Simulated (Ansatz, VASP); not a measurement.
**Cross-check of GaSb between VASP and Ansatz**

One calculation is typed for both programs; each brings its own data sets. How far apart do they land? The structure shown comes from an earlier Ansatz run, which isn't shown and may have moved the atoms alone.

Main program and level: Ansatz 0.2.0; plane waves, with VASP 6.6.1 beside it; elastic constants at LDA.

## 1. The starting structure

It takes space group F-43m (No. 216, cubic). The conventional cell has a = 6.073 Å, b = 6.073 Å, c = 6.073 Å, α = 90.00°, β = 90.00°, γ = 90.00°. Ga has 4 Sb at 2.63 Å nearest. Nearest to Sb lie 4 Ga at 2.63 Å. Farther neighbours are not listed.

## 2. Ansatz: elastic constants, LDA, pair 1

Ansatz runs on its default PAW (the set named soft_2) files.

Elastic constants are differences of stresses under small strains, so they test the stress and the mesh.

The input, input.yaml:

```yaml
crystal:
  lattice:
    - [0.0, 3.0366535838, 3.0366535838]
    - [3.0366535838, 0.0, 3.0366535838]
    - [3.0366535838, 3.0366535838, 0.0]
  atoms:
    - { symbol: Ga, position: [0.0, 0.0, 0.0] }
    - { symbol: Sb, position: [0.25, 0.25, 0.25] }
kpoints:
  mp_grid: { grid: [4, 4, 4] }
hamiltonian:
  xc: lda
scf:
  occupations: { method: methfessel_paxton, width: 0.25 }
output:
  forces: true
  stress: true
  eigenvalues: true
elastic:
  mode: relaxed_ion
  stencil: two_point
  amplitude: 0.01
```

Started as:

```bash
$ ansatz run input.yaml --threads 4 --pin off --max-ram 16384MiB --backend cpu --events-out ev --progress --plain --runs-dir out
```

Numbers of over 12 decimals in the logs are rounded to 6 here.

Log:

```text
Engine: ansatz 0.2.0, x86_64-unknown-linux-gnu
Pseudopotentials: kind: paw
Pseudopotential: Ga, paw, valence charge 13, recommended cutoff 420 eV (normal), Ga.paw.azcp
Pseudopotential: Sb, paw, valence charge 15, recommended cutoff 420 eV (normal), Sb.paw.azcp
Functional definition: SPW92
  exchange = slater_x
  correlation = pw_c
Crystal: 2 atoms, lattice volume = 56.004 Å³
Basis set: ecut = 420 eV, 1067 PW (Γ)
Bands: 18, of which v1, the nominal top of the filled ones, is band 14 counted from 1 (13 counted from 0)
Symmetry: 24 space group operations
Space group: F-43m (ITA 216), of the structure as read, at distance tolerance 3.8e-5 Å
k-points: 8 of 64 (time reversal used)
Non-local potential: Ga, projectors of the file, l = 0: 2, l = 1: 2, l = 2: 3, l = 3: 1
Non-local potential: Sb, projectors of the file, l = 0: 2, l = 1: 2, l = 2: 2, l = 3: 2
PAW form: soft (Blöchl's): semilocal exchange-correlation on the pseudo side does not see the compensation charge
PAW frozen core: Ga, regenerated for the run's functional, and the local potential with it (the file was generated under x = pbe(κ = 0.804, μ = 0.219515), c = pbe(β = 0.066725))
PAW frozen core: Sb, regenerated for the run's functional, and the local potential with it (the file was generated under x = pbe(κ = 0.804, μ = 0.219515), c = pbe(β = 0.066725))
PAW one-centre angular grid: Ga, 590 points (default); XC on 64 Gauss nodes
PAW one-centre angular grid: Sb, 590 points (default); XC on 64 Gauss nodes
Initial density: superposition of atomic densities (neutral atoms: chi_scale 0, normalization atom), corrected by the library's trained network
Initial wavefunctions: pseudopotential atomic-orbital guess
Functional: x = slater, c = lda
SCF iter   1: F=—  HF=-10042.847033 eV  |F-HF|=—  |Δ(HF+E_count)|=         —  Δρ=5.25e-3  dr2=6.18e-3  ethr=1.77e-3  ⟨swp⟩=5.1  Hψ=715  notcnv=0
preconditioner: auto → none  [insulator: Δε(μ)=0.314 eV  Ē_g=14.596 eV  σ=0.250 eV  W_gap=0.77  n_scr=14 (ndim 8)  ℏωp=21.1 eV  f_vac=0.086  D(μ)=0.41/eV (n_scr^D=0)  ε∞_Penn≈3.1]
SCF iter   2: F=—  HF=-10042.843467 eV  |F-HF|=—  |Δ(HF+E_count)|=   3.57e-3  S|Δr|=    0.00e0  Δρ=2.11e-3  dr2=9.74e-4  ethr=2.21e-5  ⟨swp⟩=2.5  Hψ=313  notcnv=0
SCF iter   3: F=—  HF=-10042.843257 eV  |F-HF|=—  |Δ(HF+E_count)|=   2.09e-4  S|Δr|=    0.00e0  Δρ=2.60e-4  dr2=2.27e-5  ethr=3.48e-6  ⟨swp⟩=2.2  Hψ=248  notcnv=0
SCF iter   4: F=—  HF=-10042.843259 eV  |F-HF|=—  |Δ(HF+E_count)|=   1.74e-6  S|Δr|=    0.00e0  Δρ=6.34e-5  dr2=1.85e-6  ethr=8.09e-8  ⟨swp⟩=2.0  Hψ=168  notcnv=0
SCF iter   5: F=—  HF=-10042.843256 eV  |F-HF|=—  |Δ(HF+E_count)|=   3.40e-6  S|Δr|=    0.00e0  Δρ=2.70e-5  dr2=5.42e-7  ethr=6.59e-9  ⟨swp⟩=2.0  Hψ=219  notcnv=0
SCF iter   6: F=—  HF=-10042.843255 eV  |F-HF|=—  |Δ(HF+E_count)|=   3.65e-7  S|Δr|=    0.00e0  Δρ=4.32e-6  dr2=6.60e-9  ethr=1.94e-9  ⟨swp⟩=2.0  Hψ=217  notcnv=0
SCF iter   7: F=—  HF=-10042.843255 eV  |F-HF|=—  |Δ(HF+E_count)|=   2.59e-9  S|Δr|=    0.00e0  Δρ=1.30e-6  dr2=6.42e-10  ethr=2.36e-11  ⟨swp⟩=2.0  Hψ=259  notcnv=0
SCF iter   8: F=—  HF=-10042.843255 eV  |F-HF|=—  |Δ(HF+E_count)|=  3.53e-10  S|Δr|=    0.00e0  Δρ=2.92e-7  dr2=2.66e-11  ethr=2.29e-12  ⟨swp⟩=2.0  Hψ=258  notcnv=0
SCF iter   9: F=—  HF=-10042.843255 eV  |F-HF|=—  |Δ(HF+E_count)|=  1.09e-11  S|Δr|=    0.00e0  Δρ=9.34e-8  dr2=3.35e-12  ethr=9.51e-14 (applied; sched 1.00e-12)  ⟨swp⟩=1.8  Hψ=150  notcnv=0
SCF iter  10: F=-10042.843255 eV  HF=-10042.843255 eV  |F-HF|=0.00e0  |Δ(HF+E_count)|=  3.64e-12  S|Δr|=    0.00e0  Δρ=9.45e-9  dr2=2.78e-14  ethr=1.00e-12  ⟨swp⟩=3.5  Hψ=644  notcnv=0
SCF 1 converged in 10 iterations: F = -10042.843255 eV  dr2 = 2.78e-14
  greatest PAW one-centre occupation: 0.998 electrons in one spin orbital (limit 2), on the Sb atom at site 1 (counted from 0), in its partial waves of l = 2
Crystal: 2 atoms, lattice volume = 55.444 Å³
Symmetry: 8 space group operations
k-points: 13 of 64 (time reversal used)
Initial density: handed on by an earlier stage of this run
Initial wavefunctions: those handed on with the density
iter 1 solved again at ethr=5.36e-7 eV; its pass at ethr=3.10e-3 eV (dr2=1.50e-4 eV) is discarded
SCF iter   1: F=—  HF=-10042.842017 eV  |F-HF|=—  |Δ(HF+E_count)|=         —  Δρ=5.59e-4  dr2=1.50e-4  ethr=5.36e-7  ⟨swp⟩=2.1  Hψ=1491  notcnv=0
preconditioner: auto → none  [insulator: Δε(μ)=0.290 eV  Ē_g=14.632 eV  σ=0.250 eV  W_gap=0.70  n_scr=14 (ndim 8)  ℏωp=21.2 eV  f_vac=0.081  D(μ)=0.41/eV (n_scr^D=0)  ε∞_Penn≈3.1]
SCF iter   2: F=—  HF=-10042.841995 eV  |F-HF|=—  |Δ(HF+E_count)|=   2.23e-5  S|Δr|=    0.00e0  Δρ=2.66e-4  dr2=2.97e-5  ethr=5.34e-7  ⟨swp⟩=1.0  Hψ=234  notcnv=0
SCF iter   3: F=—  HF=-10042.841993 eV  |F-HF|=—  |Δ(HF+E_count)|=   1.31e-6  S|Δr|=    0.00e0  Δρ=2.80e-5  dr2=3.29e-7  ethr=1.06e-7  ⟨swp⟩=2.0  Hψ=285  notcnv=0
[...]
SCF iter   6: F=—  HF=-10042.842436 eV  |F-HF|=—  |Δ(HF+E_count)|=   2.25e-6  S|Δr|=    0.00e0  Δρ=7.12e-6  dr2=2.57e-8  ethr=2.31e-9  ⟨swp⟩=2.0  Hψ=581  notcnv=0
SCF iter   7: F=—  HF=-10042.842436 eV  |F-HF|=—  |Δ(HF+E_count)|=   1.79e-9  S|Δr|=    0.00e0  Δρ=3.07e-6  dr2=4.46e-9  ethr=9.17e-11  ⟨swp⟩=2.0  Hψ=489  notcnv=0
SCF iter   8: F=—  HF=-10042.842436 eV  |F-HF|=—  |Δ(HF+E_count)|=  4.17e-10  S|Δr|=    0.00e0  Δρ=9.97e-7  dr2=4.37e-10  ethr=1.59e-11  ⟨swp⟩=2.0  Hψ=468  notcnv=0
SCF iter   9: F=—  HF=-10042.842436 eV  |F-HF|=—  |Δ(HF+E_count)|=  1.82e-11  S|Δr|=    0.00e0  Δρ=1.47e-7  dr2=7.34e-12  ethr=1.56e-12  ⟨swp⟩=2.1  Hψ=500  notcnv=0
SCF iter  10: F=—  HF=-10042.842436 eV  |F-HF|=—  |Δ(HF+E_count)|=    0.00e0  S|Δr|=    0.00e0  Δρ=1.65e-8  dr2=1.34e-13  ethr=2.62e-14 (applied; sched 1.00e-12)  ⟨swp⟩=2.3  Hψ=557  notcnv=0
SCF iter  11: F=-10042.842436 eV  HF=-10042.842436 eV  |F-HF|=1.82e-12  |Δ(HF+E_count)|=  1.82e-12  S|Δr|=    0.00e0  Δρ=4.17e-9  dr2=5.62e-15  ethr=1.00e-12  ⟨swp⟩=4.5  Hψ=1083  notcnv=0
SCF 9 converged in 11 iterations: F = -10042.842436 eV  dr2 = 5.62e-15
relax step   1: F+E_penalty+E_count = -10042.84243551 eV  Δ(F+E_penalty+E_count) = +0.000e0 eV  max|allowed force component| = 7.593e-2 eV/Å  Δτ_max = 0.0000 Å  (11 SCF iters, accepted)
[...]
relax step   2: F+E_penalty+E_count = -10042.84286891 eV  Δ(F+E_penalty+E_count) = -4.334e-4 eV  max|allowed force component| = 3.920e-4 eV/Å  Δτ_max = 0.0057 Å  (8 SCF iters, accepted)
[...]
relax step   3: F+E_penalty+E_count = -10042.84286892 eV  Δ(F+E_penalty+E_count) = -1.150e-8 eV  max|allowed force component| = 1.791e-6 eV/Å  Δτ_max = 0.0000 Å  (5 SCF iters, accepted)
iter 1 solved again at ethr=1.00e-12 eV; its pass at ethr=3.10e-3 eV (dr2=1.99e-13 eV) is discarded
SCF iter   1: F=—  HF=-10042.842869 eV  |F-HF|=—  |Δ(HF+E_count)|=         —  Δρ=1.35e-8  dr2=5.35e-14  ethr=1.00e-12  ⟨swp⟩=2.3  Hψ=1716  notcnv=0
SCF iter   2: F=-10042.842869 eV  HF=-10042.842869 eV  |F-HF|=0.00e0  |Δ(HF+E_count)|=  3.64e-12  S|Δr|=    0.00e0  Δρ=6.58e-9  dr2=1.17e-14  ethr=1.00e-12  ⟨swp⟩=4.8  Hψ=1197  notcnv=0
SCF 12 converged in 2 iterations: F = -10042.842869 eV  dr2 = 1.17e-14
SCF converged after 10 iterations
Stability not checked: this state was not tested for a lower state beside it, because cold or Methfessel-Paxton smearing, or corrected tetrahedra, fill the levels in a way that the test cannot read (fill_not_monotonic; see scf.lower_state_search)
Free energy (F): -10042.843255 eV
Harris-Foulkes:  -10042.843255 eV  (|F-HF|=0.00e0)
Internal energy: -10042.841745 eV  (E = F + TS)
E sigma→0 (E₀):  -10042.842878 eV
Entropy (-TS):   -0.001510 eV (-0.755 meV/atom)
Fermi energy:    7.792443 eV
Step filling:    the computed levels leave a gap of 0.0000 eV = 0.0 smearing widths at the electron count; against every level under it full and every level over it empty, smearing changes F+E_penalty+E_count by -2.131 meV and its σ→0 estimate by -1.754 meV
--- Per-component energies (eV) ---
  E_band       = -262.353413
  E_kinetic    = 325.853971
  E_local      = -3895.574598  (includes V_loc(G=0)·N_el)
  E_nonlocal   = 793.610404
  E_hartree    = 1790.515379
  E_xc         = -206.836324
  E_vxc        = -156.171472  (∫ρ·V_xc dr)
  E_paw        = -6340.426122  (= ΣΔE_a)
  E_vpaw       = -911.102356  (= ΣTr[D̂ρ^β])
  E_aug_tail   = -0.000131  (compensation charges beyond the density's cutoff)
  E_ewald      = -2512.271628
  E_core_change = 2.287303  (= ΣΔE_core)
  E_smearing   = -0.001510  (= −TS)
  E_closure    = 0.000000  (closes the sum)
  Σ components = -10042.843255   (vs F -10042.843255, Δ=0.00e0)
--- Forces (eV/Å), atoms counted from 1 ---
  atom   1  Ga     0.00000000    -0.00000000    -0.00000000
  atom   2  Sb    -0.00000000     0.00000000    -0.00000000
  max |Σ_I F_I| component: 7.40e-17 eV/Å
--- Stress (GPa, compression-positive) ---
        0.003824       0.000000      -0.000000
       -0.000000       0.003824       0.000000
       -0.000000       0.000000       0.003824
  P = ⅓ Tr σ = 0.0038 GPa (0.038 kbar)
--- Band table (eV; the first three rows and the last of 8) ---
  k-point 0: bands = [... 10 lower, -3.9801, 7.6852, 7.7155, 7.7155, 7.7155, 10.4591, 10.4591, 10.4591]
  k-point 1: bands = [... 10 lower, -3.3482, 3.5874, 6.9889, 6.9889, 8.4425, 11.3409, 11.3409, 12.8865]
  k-point 2: bands = [... 10 lower, -2.3047, 1.1901, 6.5252, 6.5252, 8.0248, 11.4386, 11.4386, 14.0090]
  k-point 7: bands = [... 10 lower, -1.4067, 0.8949, 4.2461, 4.4681, 11.4003, 11.9703, 12.0883, 12.4130]
--- Elastic constants: 2 strain directions × 2 members + reference (group order 24) ---
  dense FFT box of the reference and of every strained cell: 30×30×30
  strains applied: 11, 23; error gains: componentwise 1.00 (the most a stress slope's error grows in a printed constant), spectral 1.73 (1 for all six strains in a standard setting)
  C = ∂σ_k/∂η_j (tension-positive GPa; Voigt order 11 22 33 23 13 12):
        72.351     33.282     33.282      0.000      0.000     -0.000
        33.282     72.351     33.282      0.000      0.000     -0.000
        33.282     33.282     72.351      0.000      0.000      0.000
         0.000     -0.000     -0.000     22.399      0.000     -0.000
        -0.000     -0.000     -0.000     -0.000     22.399      0.000
         0.000     -0.000     -0.000      0.000      0.000     22.399
  reference stress σ⁰ (GPa):     -0.004     -0.004     -0.004     -0.000      0.000     -0.000
  C* (energy form; C + prestress term) asymmetry max|C*_kj − C*_jk| = 7.105e-15 GPa — a small one proves nothing (zero by symmetry where the batch's group is 432, −43m or m−3m); a large one is finite-difference/SCF noise where every solve meets its electron count
  moduli (Voigt/Reuss/Hill, GPa): K = 46.30/46.30/46.30   G = 21.25/21.16/21.21   E = 55.19   ν = 0.301
  mechanically stable: yes (min eigenvalue of sym C = 22.40 GPa)
  strain η (Voigt 11):  stress-route row diagonal C_11 = 72.35 GPa, energy-path curvature d²(F+E_count+ΔE)/dδ²/Ω₀ = 72.33 GPa
         δ    σ_11 (GPa)             F (eV)   n_scf  n_hpsi   n_pw
    -1.000e-2      -0.7318      -10042.8419916       9    5047   1102   relax 0 steps, max|allowed force component| 0.00e0 eV/Å
     1.000e-2       0.7153      -10042.8419938       7    3931   1108   relax 0 steps, max|allowed force component| 5.55e-17 eV/Å
  strain η (Voigt 23):  stress-route row diagonal C_44 = 22.40 GPa, energy-path curvature d²(F+E_count+ΔE)/dδ²/Ω₀ = 22.46 GPa
         δ    σ_23 (GPa)             F (eV)   n_scf  n_hpsi   n_pw
    -1.000e-2      -0.2240      -10042.8428689       2    3183   1106   relax 4 steps, max|allowed force component| 3.07e-6 eV/Å
     1.000e-2       0.2240      -10042.8428689       2    3146   1106   relax 3 steps, max|allowed force component| 1.79e-6 eV/Å
```

(Continued in part 2 of 2.)

[Lines on the potential files, build, host, timing and source positions are cut from VASP's logs without a mark.]

[Logs are printed without paths, hosts, clocks, repeated set-up lines and the standing remarks that a program may print on its own settings, such as how far it seeks lower states.]

[Hosts, paths, dates, database ids (printed as entryN), source tags and the programs' standing remarks are cut or masked in the printed files.]
